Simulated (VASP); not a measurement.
Set up this calculation in VASP 6.6.1, as the native input.

* Task: density of states
* Functional: PBE
* Potentials or basis: VASP PAW PBE potentials, release 64 (Li_sv, Zr_sv, N)
* Cutoff: 520 eV
* k mesh: 10 × 10 × 2
* Occupations: gaussian, width 0.1 eV
* Spin: no spin polarisation
* k mesh for the DOS: 15 × 15 × 3
* Occupations for the DOS: tetrahedron
* Further INCAR settings: ALGO = Normal; EDIFF = 1e-06; NBANDS = 80

Crystal: LiZr4N3.

```
CELL_PARAMETERS angstrom
3.22563 0.00000 0.00000
-1.61282 2.79348 0.00000
0.00000 0.00000 26.71467
ATOMIC_POSITIONS crystal
Li 0.66667 0.33333 0.75000
Li 0.33333 0.66667 0.25000
Zr 0.66667 0.33333 0.55233
Zr 0.33333 0.66667 0.64958
Zr 0.33333 0.66667 0.44767
Zr 0.66667 0.33333 0.35042
Zr 0.66667 0.33333 0.94767
Zr 0.33333 0.66667 0.85042
Zr 0.33333 0.66667 0.05233
Zr 0.66667 0.33333 0.14958
N 0.00000 0.00000 0.60453
N 0.00000 0.00000 0.39547
N 0.00000 0.00000 0.50000
N 0.00000 0.00000 0.89547
N 0.00000 0.00000 0.10453
N 0.00000 0.00000 0.00000
```

The cell was built by a generator and needn't be a form met in nature.

One way to write it, as run:

POSCAR

```
LiZr4N3
1.0
    3.2256300000      0.0000000000      0.0000000000
   -1.6128150000      2.7934770000      0.0000000000
    0.0000000000      0.0000000000     26.7146700000
Li Zr N
2 8 6
Direct
    0.6666670000      0.3333330000      0.7500000000
    0.3333330000      0.6666670000      0.2500000000
    0.6666670000      0.3333330000      0.5523290000
    0.3333330000      0.6666670000      0.6495780000
    0.3333330000      0.6666670000      0.4476710000
    0.6666670000      0.3333330000      0.3504220000
    0.6666670000      0.3333330000      0.9476710000
    0.3333330000      0.6666670000      0.8504220000
    0.3333330000      0.6666670000      0.0523290000
    0.6666670000      0.3333330000      0.1495780000
    0.0000000000      0.0000000000      0.6045320000
    0.0000000000      0.0000000000      0.3954680000
    0.0000000000      0.0000000000      0.5000000000
    0.0000000000      0.0000000000      0.8954680000
    0.0000000000      0.0000000000      0.1045320000
    0.0000000000      0.0000000000      0.0000000000
```

INCAR.step1

```
SYSTEM = LiZr4N3
PREC = Accurate
ENCUT = 520
EDIFF = 1E-6
ISMEAR = 0
SIGMA = 0.1
LREAL = .False.
LASPH = .True.
NELM = 60
ALGO = Normal
ISIF = 2
LWAVE = .False.
LCHARG = .True.
LMAXMIX = 4
GGA = PE
NBANDS = 80
KPAR = 8
```

KPOINTS.step1

```
Automatic mesh
0
Gamma
  10 10 2
  0 0 0
```

INCAR.step2

```
SYSTEM = LiZr4N3
PREC = Accurate
ENCUT = 520
EDIFF = 1E-6
ISMEAR = -5
SIGMA = 0.1
LREAL = .False.
LASPH = .True.
NELM = 60
ALGO = Normal
ISIF = 2
LWAVE = .False.
LCHARG = .False.
LMAXMIX = 4
GGA = PE
LORBIT = 11
NBANDS = 80
KPAR = 8
NEDOS = 1001
ICHARG = 11
```

KPOINTS.step2

```
Automatic mesh
0
Gamma
  15 15 3
  0 0 0
```

Potentials or basis: VASP PAW PBE potentials, release 64 (Li_sv, Zr_sv, N).

Command:

```sh
$ cat potpaw_PBE.64/Li_sv/POTCAR potpaw_PBE.64/Zr_sv/POTCAR potpaw_PBE.64/N/POTCAR > POTCAR
$ cp INCAR.step1 INCAR
$ cp KPOINTS.step1 KPOINTS
$ mpirun -np 8 vasp_std > vasp.out
$ cp INCAR.step2 INCAR
$ cp KPOINTS.step2 KPOINTS
$ mpirun -np 8 vasp_std > vasp.out
```

It gave:

* Valence electrons inside the program's atomic spheres: Li 2.08; Zr 9.83, 9.81; N 3.71, 3.69

Wall time 4.5 min on 8 MPI ranks on Intel(R) Xeon(R) Platinum 8259CL CPU @ 2.50GHz (Skylake/Cascade Lake) (shared host), peak memory 0.82 GiB a rank.
